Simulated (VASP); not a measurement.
Here is a VASP 6.6.1 calculation.

Contents of POSCAR:

```
SrTiO3
1.0
    3.8946700000      0.0000000000      0.0000000000
    0.0000000000      3.8946700000      0.0000000000
    0.0000000000      0.0000000000      3.8946700000
Sr Ti O
1 1 3
Direct
    0.0000000000      0.0000000000      0.0000000000
    0.5000000000      0.5000000000      0.5000000000
    0.5000000000      0.0000000000      0.5000000000
    0.5000000000      0.5000000000      0.0000000000
    0.0000000000      0.5000000000      0.5000000000
```

File INCAR.step1:

```
PREC = Accurate ; ENCUT = 520
EDIFF = 1E-5 ; ISMEAR = 0
SIGMA = 0.02 ; LREAL = F
LASPH = T ; NELM = 60
ALGO = Normal ; ISIF = 2
LWAVE = T ; NBANDS = 28
GGA = PE
```

Contents of INCAR.step2:

```
PREC = Accurate ; ENCUT = 520
EDIFF = 1E-6 ; ISMEAR = 0
SIGMA = 0.02 ; LREAL = F
LASPH = T ; NELM = 60
ALGO = Normal ; ISIF = 2
LWAVE = F ; LCHARG = T
GGA = PE ; LHFCALC = T
HFSCREEN = 0.2 ; PRECFOCK = Fast
LELF = T ; LVHAR = T
NBANDS = 28 ; ISTART = 1
```

The input KPOINTS:

```
Automatic mesh
0
Gamma
  4 4 4
```

Potentials or basis: VASP PAW PBE potentials, release 64 (Sr_sv, Ti_sv, O).

Run with:

```bash
$ cat potpaw_PBE.64/Sr_sv/POTCAR potpaw_PBE.64/Ti_sv/POTCAR potpaw_PBE.64/O/POTCAR > POTCAR
$ cp INCAR.step1 INCAR
$ mpirun -np 1 vasp_std > vasp.out
$ cp INCAR.step2 INCAR
$ mpirun -np 1 vasp_std > vasp.out
```

Problem. What does it give for the band gap on the k mesh?

Solution. 3.33 eV, indirect (least direct gap 3.71 eV).

Problem. What does it give for the pressure?

Solution. 0.7 GPa.

Caveat: the PAW data sets were made with another functional, which shifts forces and pressure a little. A k mesh can miss the band edges.
